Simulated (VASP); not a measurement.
Calculation: revPBE GGA, VASP's PBE PAW potentials (set 64) (plane waves; VASP).

A VASP calculation is set up with these files.

**KPOINTS**
```
K-points
0
Gamma
 12 12 8
0 0 0
```

**POSCAR**
```
TiAl
1
    2.8300000000     0.0000000000     0.0000000000
    0.0000000000     2.8300000000     0.0000000000
    0.0000000000     0.0000000000     4.0700000000
Ti Al
1 1
Direct
  0.0000000000   0.0000000000   0.0000000000
  0.5000000000   0.5000000000   0.5000000000
```

INCAR:
```
ALGO  =  Normal
EDIFF  =  1E-6
EDIFFG  =  -0.01
ENCUT  =  520
GGA  =  RE
IBRION  =  2
ISIF  =  3
ISMEAR  =  1
LASPH  =  T
LCHARG  =  F
LMAXMIX  =  4
LREAL  =  F
LWAVE  =  F
NELM  =  100
NSW  =  60
PREC  =  Accurate
SIGMA  =  0.1
SYSTEM  =  TiAl
```

POTCAR, in this order: Ti_sv Al (PBE.64 set). Program: vasp_std.

Output

OSZICAR:
```
       N       E                     dE             d eps       ncg     rms          rms(c)
DAV:   1     0.903498407405E+02    0.90350E+02   -0.74568E+03  3080   0.138E+03
DAV:   2    -0.773316348697E+01   -0.98083E+02   -0.95576E+02  3110   0.335E+02
DAV:   3    -0.132652937835E+02   -0.55321E+01   -0.53243E+01  4951   0.785E+01
DAV:   4    -0.134454047010E+02   -0.18011E+00   -0.17845E+00  3854   0.119E+01
DAV:   5    -0.134531492239E+02   -0.77445E-02   -0.77372E-02  4447   0.230E+00    0.963E+00
DAV:   6    -0.120216399402E+02    0.14315E+01   -0.12729E+01  3885   0.386E+01    0.349E+00
DAV:   7    -0.118827146811E+02    0.13893E+00   -0.12131E+00  3593   0.117E+01    0.191E+00
DAV:   8    -0.118737470917E+02    0.89676E-02   -0.15326E-01  3490   0.459E+00    0.506E-01
DAV:   9    -0.118720971086E+02    0.16500E-02   -0.25174E-02  3766   0.212E+00    0.213E-01
DAV:  10    -0.118724168915E+02   -0.31978E-03   -0.14607E-03  3891   0.464E-01    0.562E-02
DAV:  11    -0.118723866332E+02    0.30258E-04   -0.39449E-04  4017   0.220E-01    0.466E-02
DAV:  12    -0.118723919562E+02   -0.53230E-05   -0.28814E-05  3641   0.675E-02    0.103E-02
DAV:  13    -0.118723920567E+02   -0.10044E-06   -0.14115E-06  2637   0.109E-02
   1 F= -.11872392E+02 E0= -.11872600E+02  d E =-.118724E+02
       N       E                     dE             d eps       ncg     rms          rms(c)
DAV:   1    -0.119748324756E+02   -0.10244E+00   -0.19570E+00  3560   0.216E+01    0.283E+00
DAV:   2    -0.118904640819E+02    0.84368E-01   -0.94383E-01  3819   0.114E+01    0.775E-01
DAV:   3    -0.118708521820E+02    0.19612E-01   -0.10844E-01  3663   0.329E+00    0.204E-01
DAV:   4    -0.118716923441E+02   -0.84016E-03   -0.11497E-02  3609   0.773E-01    0.123E-01
DAV:   5    -0.118730869919E+02   -0.13946E-02   -0.24913E-03  4353   0.373E-01    0.104E-01
DAV:   6    -0.118734361698E+02   -0.34918E-03   -0.82018E-04  4512   0.201E-01    0.401E-02
DAV:   7    -0.118734881106E+02   -0.51941E-04   -0.16403E-04  4495   0.103E-01    0.473E-03
DAV:   8    -0.118734886694E+02   -0.55879E-06   -0.13770E-05  3738   0.394E-02    0.748E-03
DAV:   9    -0.118734883588E+02    0.31052E-06   -0.83209E-06  3486   0.272E-02
   2 F= -.11873488E+02 E0= -.11873680E+02  d E =-.109630E-02
       N       E                     dE             d eps       ncg     rms          rms(c)
DAV:   1    -0.118888129345E+02   -0.15324E-01   -0.29024E-01  3547   0.825E+00    0.105E+00
DAV:   2    -0.118758563505E+02    0.12957E-01   -0.11812E-01  3737   0.413E+00    0.263E-01
DAV:   3    -0.118738501778E+02    0.20062E-02   -0.12019E-02  3594   0.110E+00    0.864E-02
DAV:   4    -0.118739503694E+02   -0.10019E-03   -0.17922E-03  3582   0.330E-01    0.523E-02
DAV:   5    -0.118741358963E+02   -0.18553E-03   -0.26275E-04  4484   0.114E-01    0.302E-02
DAV:   6    -0.118742124377E+02   -0.76541E-04   -0.16283E-04  4714   0.650E-02    0.152E-02
DAV:   7    -0.118742223445E+02   -0.99068E-05   -0.19566E-05  4072   0.366E-02    0.256E-03
DAV:   8    -0.118742219310E+02    0.41351E-06   -0.21118E-06  2764   0.163E-02
   3 F= -.11874222E+02 E0= -.11874420E+02  d E =-.182987E-02
```

File OUTCAR:
```
------------------------ aborting loop because EDIFF is reached ----------------------------------------
  FORCE on cell =-STRESS in cart. coord.  units (eV):
  Direction    XX          YY          ZZ          XY          YZ          ZX
  --------------------------------------------------------------------------------------
  Total       -0.0057158     -0.0057158     -0.0105934      0.0000000     -0.0000000      0.0000000
  in kB       -0.2773895     -0.2773895     -0.5141046      0.0000000     -0.0000000      0.0000000
  external PRESSURE =      -0.3562945 kB  Pullay stress =       0.0000000 kB
  volume of cell :       33.01
      direct lattice vectors                 reciprocal lattice vectors
     2.842176775  0.000000000  0.000000000     0.351842999  0.000000000  0.000000000
     0.000000000  2.842176775  0.000000000     0.000000000  0.351842999  0.000000000
     0.000000000  0.000000000  4.086877743     0.000000000  0.000000000  0.244685568
 POSITION                                       TOTAL-FORCE (eV/Angst)
 -----------------------------------------------------------------------------------
      0.00000      0.00000      0.00000         0.000000      0.000000      0.000000
      1.42109      1.42109      2.04344         0.000000      0.000000      0.000000
 -----------------------------------------------------------------------------------
    total drift:                               -0.000000      0.000000      0.000000
  FREE ENERGIE OF THE ION-ELECTRON SYSTEM (eV)
  ---------------------------------------------------
  free  energy   TOTEN  =       -11.8742219310 eV

  energy  without entropy=      -11.8748149743  energy(sigma->0) =      -11.87441961

 reached required accuracy - stopping structural energy minimisation
```
(Selected blocks of OUTCAR.)

### CONTCAR
```
TiAl
   1.00000000000000
     2.8421767752823439    0.0000000000000000    0.0000000000000000
     0.0000000000000000    2.8421767752823439    0.0000000000000000
     0.0000000000000000    0.0000000000000000    4.0868777431961396
  Ti              Al
     1     1
Direct
     0.0000000000000000    0.0000000000000000    0.0000000000000000
     0.5000000000000000    0.5000000000000000    0.5000000000000000
```

The compound is TiAl in the L1_0 structure. This run relaxes it. Symmetry was kept, so distortions that lower it aren't found. The electron count is odd and the run is not spin-polarised, which forces a metal.
